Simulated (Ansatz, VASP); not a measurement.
# Cross-check of Ba2Mg4Zn3Si19O47 between VASP and Ansatz

Aim: how closely do two programs agree when they are given the same cell, functional and k mesh? The structure shown is frame 109 of Ansatz's trajectory.

Program: Ansatz 0.2.0. Level of theory: plane waves, with VASP 6.6.1 beside it; single point at PBE. Results are calculated unless marked as measured.

## (1) The starting structure

The cell holds 75 atoms: 19 Si, 4 Mg, 3 Zn, 2 Ba and 47 O. Its edges and angles: a = 10.108 Å, b = 10.108 Å, c = 10.108 Å, α = 90.0°, β = 90.0°, γ = 90.0°. As first built, before any earlier steps moved the atoms (in the runner's words): 75 atoms (19 Si, 4 Mg, 3 Zn, 2 Ba, 47 O) placed at random at 2.98 g/cm^3, melted at 4000 K for 10 ps at fixed volume with the Morse and Coulomb pair potential with partial charges (Pedone, Malavasi, Menziani, Cormack and Segre, J. Phys. Chem. B 110, 11780 (2006)). Quenched from 4000 K to 300 K at 25 K/ps and fixed volume, held 5 ps, then minimised at fixed cell.

## (2) Ansatz: dynamics, PBE

Ansatz runs on its default PAW (the set named soft_2) files.

One frame of this run of dynamics is then solved in both programs, so the motion causes no difference.

input.yaml reads:

```yaml
crystal:
  lattice:
    - [10.1084, 0.0, 0.0]
    - [0.0, 10.1084, 0.0]
    - [0.0, 0.0, 10.1084]
  atoms:
    - { symbol: Si, position: [0.27594, 0.32888, 0.65238] }
    - { symbol: Si, position: [0.2894, 0.90481, 0.64454] }
    - { symbol: Si, position: [0.17283, 0.62327, 0.63268] }
    - { symbol: Si, position: [0.25794, 0.75394, 0.07584] }
    - { symbol: Si, position: [0.56863, 0.98989, 0.71779] }
    - { symbol: Si, position: [0.8083, 0.70997, 0.87766] }
    - { symbol: Si, position: [0.70713, 0.3077, 0.07152] }
    - { symbol: Si, position: [0.33244, 0.13024, 0.24994] }
    - { symbol: Si, position: [0.56732, 0.93806, 0.29865] }
    - { symbol: Si, position: [0.85806, 0.89485, 0.64651] }
    - { symbol: Si, position: [0.56546, 0.27267, 0.60946] }
    - { symbol: Si, position: [0.3948, 0.42751, 0.25893] }
    - { symbol: Si, position: [0.72769, 0.52366, 0.63387] }
    - { symbol: Si, position: [0.06284, 0.5745, 0.91516] }
    - { symbol: Si, position: [0.60681, 0.64055, 0.37596] }
    - { symbol: Si, position: [0.16093, 0.60061, 0.32135] }
    - { symbol: Si, position: [0.96695, 0.27849, 0.90887] }
    - { symbol: Si, position: [0.7402, 0.18426, 0.36688] }
    - { symbol: Si, position: [0.55688, 0.85523, 0.00264] }
    - { symbol: Mg, position: [0.38996, 0.27322, 0.98269] }
    - { symbol: Mg, position: [0.08533, 0.10558, 0.73216] }
    - { symbol: Mg, position: [0.08564, 0.09528, 0.46326] }
    - { symbol: Mg, position: [0.90831, 0.63018, 0.42977] }
    - { symbol: Zn, position: [0.85249, 0.57634, 0.15411] }
    - { symbol: Zn, position: [0.21869, 0.03971, 0.95774] }
    - { symbol: Zn, position: [0.94608, 0.30227, 0.56881] }
    - { symbol: Ba, position: [0.48456, 0.53444, 0.87921] }
    - { symbol: Ba, position: [0.9644, 0.02588, 0.16159] }
    - { symbol: O, position: [0.1264, 0.63424, 0.47864] }
    - { symbol: O, position: [0.74785, 0.63541, 0.30545] }
    - { symbol: O, position: [0.85432, 0.47689, 0.55372] }
    - { symbol: O, position: [0.50723, 0.52696, 0.31937] }
    - { symbol: O, position: [0.84566, 0.24913, 0.00753] }
    - { symbol: O, position: [0.19056, 0.63901, 0.98078] }
    - { symbol: O, position: [0.3324, 0.12063, 0.08925] }
    - { symbol: O, position: [0.43293, 0.01864, 0.30549] }
    - { symbol: O, position: [0.06504, 0.15533, 0.92528] }
    - { symbol: O, position: [0.556, 0.7907, 0.35461] }
    - { symbol: O, position: [0.17236, 0.88083, 0.05529] }
    - { symbol: O, position: [0.72635, 0.46283, 0.06638] }
    - { symbol: O, position: [0.38345, 0.44212, 0.10295] }
    - { symbol: O, position: [0.95093, 0.01737, 0.6276] }
    - { symbol: O, position: [0.70305, 0.93369, 0.65775] }
    - { symbol: O, position: [0.14756, 0.25037, 0.60048] }
    - { symbol: O, position: [0.63561, 0.60699, 0.53116] }
    - { symbol: O, position: [0.5829, 0.26598, 0.99353] }
    - { symbol: O, position: [0.87316, 0.83267, 0.80165] }
    - { symbol: O, position: [0.25378, 0.48693, 0.64133] }
    - { symbol: O, position: [0.23827, 0.98549, 0.77351] }
    - { symbol: O, position: [0.65395, 0.24883, 0.48076] }
    - { symbol: O, position: [0.92518, 0.64837, 0.96942] }
    - { symbol: O, position: [0.89374, 0.19202, 0.40685] }
    - { symbol: O, position: [0.41235, 0.29634, 0.57891] }
    - { symbol: O, position: [0.25554, 0.47624, 0.32385] }
    - { symbol: O, position: [0.18398, 0.12674, 0.29569] }
    - { symbol: O, position: [0.68996, 0.02968, 0.35017] }
    - { symbol: O, position: [0.20686, 0.95472, 0.52624] }
    - { symbol: O, position: [0.88344, 0.78297, 0.54388] }
    - { symbol: O, position: [0.24012, 0.70508, 0.22775] }
    - { symbol: O, position: [0.54896, 0.94197, 0.87074] }
    - { symbol: O, position: [0.30594, 0.30265, 0.8059] }
    - { symbol: O, position: [0.41389, 0.77914, 0.02863] }
    - { symbol: O, position: [0.07017, 0.60522, 0.75664] }
    - { symbol: O, position: [0.40463, 0.27165, 0.2832] }
    - { symbol: O, position: [0.62804, 0.40406, 0.67715] }
    - { symbol: O, position: [0.67763, 0.75192, 0.9609] }
    - { symbol: O, position: [0.44523, 0.93151, 0.63798] }
    - { symbol: O, position: [0.01771, 0.5819, 0.25912] }
    - { symbol: O, position: [0.92322, 0.28206, 0.75978] }
    - { symbol: O, position: [0.75788, 0.60644, 0.7668] }
    - { symbol: O, position: [0.0357, 0.42148, 0.94136] }
    - { symbol: O, position: [0.71581, 0.25134, 0.2243] }
    - { symbol: O, position: [0.57259, 0.1453, 0.69929] }
    - { symbol: O, position: [0.59873, 0.92046, 0.13782] }
    - { symbol: O, position: [0.26425, 0.74668, 0.6673] }
kpoints:
  mp_grid: { grid: [1, 1, 1] }
hamiltonian:
  xc: pbe
scf:
  occupations: { method: fermi_dirac, width: 0.025 }
output:
  forces: true
  stress: true
md:
  timestep: 1.0
  n_steps: 327
  ensemble: nvt_nose_hoover
  temperature: 300
  initial_velocities: maxwell_boltzmann
  seed: 1236
```

On the command line:

```bash
$ ansatz run input.yaml --threads 4 --pin off --max-ram 8192MiB --backend cpu --events-out ev --progress --plain --runs-dir out
```

Numbers of over 12 decimals in the logs are rounded to 6 here.

The log of the run:

```text
Warning: md: disabling space-group detection — thermal motion breaks the input geometry's symmetry, so no spatial operation reduces the k-mesh or symmetrises the density; time reversal is kept, so that k and −k are solved as one point where they differ and the mesh holds both, and exact exchange and, on two spinor components, a DFT+U term hold to it where the run has them: on two components no moment then forms, and  [...]
Warning: output.stress: scf.convergence.dr2_threshold = 7.5e-8 eV (the default of an md: trajectory) is looser than the 7.5e-9 eV advised for a printed stress (1e-10 eV for each atom of the cell: 75). What an SCF threshold leaves in a stress goes as its square root, and in the free energy as the threshold itself, and one threshold admits the most on a small cell: [figures from the program's tests cut] Set scf.converg [...]
Engine: ansatz 0.2.0, x86_64-unknown-linux-gnu
Pseudopotentials: kind: paw
Pseudopotential: Si, paw, valence charge 4, recommended cutoff 420 eV (normal), Si.paw.azcp
Pseudopotential: Mg, paw, valence charge 10, recommended cutoff 420 eV (normal), Mg.paw.azcp
Pseudopotential: Zn, paw, valence charge 12, recommended cutoff 420 eV (normal), Zn.paw.azcp
Pseudopotential: Ba, paw, valence charge 10, recommended cutoff 420 eV (normal), Ba.paw.azcp
Pseudopotential: O, paw, valence charge 6, recommended cutoff 420 eV (normal), O.paw.azcp
Functional definition: PBE
  parameter kappa = 0.804
  parameter beta = 0.066725
  exchange = pbe_x(kappa = kappa, mu = beta*pi^2/3)
  correlation = pbe_c(beta = beta)
Crystal: 75 atoms, lattice volume = 1032.874 Å³
Basis set: ecut = 420 eV, 20197 PW (Γ), exchange–correlation on 144×144×144 points (8 copies of the dense FFT grid, shifted against one another)
Bands: 302, of which v1, the nominal top of the filled ones, is band 227 counted from 1 (226 counted from 0)
Symmetry: 1 space group operations
k-points: 1
Non-local potential: Si, projectors of the file, l = 0: 2, l = 1: 2, l = 2: 2
Non-local potential: Mg, projectors of the file, l = 0: 3, l = 1: 2, l = 2: 1
Non-local potential: Zn, projectors of the file, l = 0: 2, l = 1: 2, l = 2: 3, l = 3: 1
Non-local potential: Ba, projectors of the file, l = 0: 3, l = 1: 2, l = 2: 2, l = 3: 2
Non-local potential: O, projectors of the file, l = 0: 2, l = 1: 2, l = 2: 1
PAW form: soft (Blöchl's): semilocal exchange-correlation on the pseudo side does not see the compensation charge
PAW one-centre angular grid: Si, 110 points (default); XC on 64 Gauss nodes
PAW one-centre angular grid: Mg, 110 points (default); XC on 64 Gauss nodes
PAW one-centre angular grid: Zn, 590 points (default); XC on 64 Gauss nodes
PAW one-centre angular grid: Ba, 194 points (default); XC on 64 Gauss nodes
PAW one-centre angular grid: O, 110 points (default); XC on 64 Gauss nodes
Initial density: superposition of atomic densities (neutral atoms: chi_scale 0, normalization atom), corrected by the library's trained network
Initial wavefunctions: pseudopotential atomic-orbital guess
Functional: x = pbe(κ = 0.804, μ = 0.219515), c = pbe(β = 0.066725)
SCF iter   1: F=—  HF=-68377.377617 eV  |F-HF|=—  |Δ(HF+E_count)|=         —  Δρ=2.18e-3  dr2=8.10e-2  ethr=1.77e-3  ⟨swp⟩=6.0  Hψ=1324  notcnv=0  defer=58
preconditioner: auto → Resta (q_TF=auto, 2.379 Å⁻¹)  ε∞=3.4  [insulator: Δε(μ)=3.187 eV  Ē_g=15.120 eV  σ=0.025 eV  W_gap=1.00  n_scr=250 (ndim 8)  ℏωp=23.6 eV  f_vac=0.150  D(μ)=0.00/eV (n_scr^D=0)  ε∞_Penn≈3.4]
SCF iter   2: F=—  HF=-68377.382954 eV  |F-HF|=—  |Δ(HF+E_count)|=   5.34e-3  Δρ=1.19e-3  dr2=2.12e-2  ethr=1.78e-5  ⟨swp⟩=2.0  Hψ=566  notcnv=0  defer=68
SCF iter   3: F=—  HF=-68377.382188 eV  |F-HF|=—  |Δ(HF+E_count)|=   7.66e-4  Δρ=5.19e-4  dr2=5.69e-3  ethr=4.68e-6  ⟨swp⟩=2.0  Hψ=417  notcnv=0  defer=68
SCF iter   4: F=—  HF=-68377.381501 eV  |F-HF|=—  |Δ(HF+E_count)|=   6.88e-4  Δρ=1.88e-4  dr2=5.00e-4  ethr=1.25e-6  ⟨swp⟩=2.0  Hψ=398  notcnv=0  defer=68
[...]
md step   321: t =   321.00 fs  T =   342.3 K  F+E_penalty+E_count = -68378.66040000 eV  E_kin = 3.273770 eV  conserved = -68374.51618011 eV  P_inst = 0.2036 GPa  (4 SCF iters)
[...]
md step   322: t =   322.00 fs  T =   339.6 K  F+E_penalty+E_count = -68378.63478839 eV  E_kin = 3.248534 eV  conserved = -68374.51594617 eV  P_inst = 0.1389 GPa  (4 SCF iters)
[...]
md step   323: t =   323.00 fs  T =   334.9 K  F+E_penalty+E_count = -68378.58896078 eV  E_kin = 3.203059 eV  conserved = -68374.51565035 eV  P_inst = 0.0753 GPa  (4 SCF iters)
[...]
md step   324: t =   324.00 fs  T =   328.5 K  F+E_penalty+E_count = -68378.52762070 eV  E_kin = 3.142010 eV  conserved = -68374.51534067 eV  P_inst = 0.0124 GPa  (3 SCF iters)
[...]
md step   325: t =   325.00 fs  T =   321.0 K  F+E_penalty+E_count = -68378.45572387 eV  E_kin = 3.070321 eV  conserved = -68374.51505655 eV  P_inst = -0.0499 GPa  (3 SCF iters)
[...]
md step   326: t =   326.00 fs  T =   312.9 K  F+E_penalty+E_count = -68378.37783495 eV  E_kin = 2.992547 eV  conserved = -68374.51482415 eV  P_inst = -0.1115 GPa  (3 SCF iters)
[...]
md step   327: t =   327.00 fs  T =   304.5 K  F+E_penalty+E_count = -68378.29768353 eV  E_kin = 2.912426 eV  conserved = -68374.51465455 eV  P_inst = -0.1721 GPa  (8 SCF iters)
SCF converged after 8 iterations
Free energy (F): -68378.297684 eV
Harris-Foulkes:  -68378.297684 eV  (|F-HF|=1.84e-8)
Internal energy: -68378.297684 eV  (E = F + TS)
E sigma→0 (E₀):  -68378.297684 eV
Fermi energy:    5.646202 eV
--- Per-component energies (eV) ---
  E_band       = -2867.026178
  E_kinetic    = 10235.131703
  E_local      = -39292.733253  (includes V_loc(G=0)·N_el)
  E_nonlocal   = 5060.236071
  E_hartree    = 15109.913288
  E_xc         = -5408.946886
  E_vxc        = -5929.493951  (∫ρ·V_xc dr)
  E_paw        = -34324.501179  (= ΣΔE_a)
  E_vpaw       = -3160.116006  (= ΣTr[D̂ρ^β])
  E_aug_tail   = 0.117867  (compensation charges beyond the density's cutoff)
  E_ewald      = -19757.515295
  E_smearing   = -0.000000  (= −TS)
  E_closure    = -0.000000  (closes the sum)
  Σ components = -68378.297684   (vs F -68378.297684, Δ=0.00e0)
--- Forces (eV/Å), atoms counted from 1 ---
  atom   1  Si     0.99541539     0.21202494    -1.03230291
  atom   2  Si     0.56497146    -0.84187038     1.29686573
  atom   3  Si    -0.55171515     2.15839249    -0.87141897
  atom   4  Si    -0.76218261     1.15033439    -0.47981777
  atom   5  Si    -0.33505613    -0.76587818     1.00740492
  atom   6  Si     0.24275152    -0.35820776    -1.00996246
  atom   7  Si     0.01191601    -1.00018301    -0.77288313
  atom   8  Si     2.22303510    -1.16385161    -1.52425002
  atom   9  Si    -0.99667150     1.36810243    -0.14582576
  atom  10  Si    -0.65971100     0.78663726     0.03517526
  atom  11  Si    -0.36491929     0.05440991    -0.68060220
  atom  12  Si    -0.84320336    -1.30958699     1.08706071
  atom  13  Si     0.50451016    -2.12470515     0.36298058
  atom  14  Si     0.78292083    -0.60511126     0.07417175
  atom  15  Si     1.78737516     0.98206377    -0.18021662
  atom  16  Si     1.12819921    -0.49972521    -0.04458167
  atom  17  Si     2.22410399     1.05281611     0.29989124
  atom  18  Si     0.18687395    -1.11864732     1.14594591
  atom  19  Si    -0.65582689     1.15179826    -0.20851006
  atom  20  Mg    -0.99268360    -0.67663016    -0.43621079
  atom  21  Mg     1.15621913    -0.44562152    -0.13774293
  atom  22  Mg    -0.32070477     0.76251120    -0.70033937
  atom  23  Mg    -0.71649866     0.38537608     0.80821657
  atom  24  Zn    -0.08095491    -0.09918201     0.18491659
[...]
atom  68  O     -1.55209745    -0.12136450    -0.02189378
  atom  69  O     -0.06014426    -0.09462320    -1.21884082
  atom  70  O     -0.12124661     0.19077775     0.81917687
  atom  71  O     -0.40900325    -1.25559594    -0.12577198
  atom  72  O     -0.23399807     0.43040227    -0.77337545
  atom  73  O     -0.32577505     0.65979356    -1.22695981
  atom  74  O     -0.07138452    -0.48917778    -0.20464522
  atom  75  O      0.09965612     0.00771509    -0.71214308
  max |Σ_I F_I| component: 1.07e-4 eV/Å
--- Stress (GPa, compression-positive) ---
       -2.240817      -1.522758      -1.109254
       -1.522759       0.383326      -0.094970
       -1.109254      -0.094968       0.425513
  P = ⅓ Tr σ = -0.4773 GPa (-4.773 kbar)
--- MD trajectory: 327 steps, t = 0.0 → 327.0 fs ---
  final state: T = 304.5 K   F+E_penalty+E_count = -68378.29768353 eV   E_kin = 2.912426 eV
  conserved energy: peak-to-peak 5.956e-3 eV (7.941e-5 eV/atom) over 327.0 fs
```

In the SCF lines HF is the Harris–Foulkes energy and dr2 the Hartree energy of the density residual, in eV; the loop may stop once dr2 is under the threshold and the program's other checks hold. Hψ counts applications of the Hamiltonian.

(Continued in part 2 of 2.)

[Lines on the potential files, build, host, timing and source positions are cut from VASP's logs without a mark.]

[Logs are printed without paths, hosts, clocks, repeated set-up lines and the standing remarks that a program may print on its own settings, such as how far it seeks lower states.]

[Hosts, paths, dates, database ids (printed as entryN), source tags and the programs' standing remarks are cut or masked in the printed files.]
